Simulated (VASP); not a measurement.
```xyz
2
Lattice="3.7070 0.0000 0.0000 -1.8535 3.2104 0.0000 0.0000 0.0000 5.9832" Properties=species:S:1:pos:R:3 pbc="T T T"
Y      0.0000     2.1403     1.4958
Y      1.8535     1.0701     4.4874
```

Computed with PBE GGA, VASP's PBE PAW potentials (set 64) (plane waves; VASP). Numerical set-up: 300 eV cut-off, 12×12×7 Γ-centred mesh, first-order Methfessel-Paxton smearing of 0.20 eV, potentials Y_sv.

At this cut-off the stress carries a Pulay error, which pulls relaxed volumes low. The run has a spin-polarised start.

Question: Give the stress tensor in GPa (positive for a compressed cell).

Answer: 
```
-2.58   0.00   0.00
 0.00  -2.58   0.00
 0.00   0.00  -3.71
```
The pressure is its mean diagonal, -2.96 GPa.

The structure comes from a computed database's Y entry; how it stands against other phases isn't given here. The cell was not relaxed at this level.
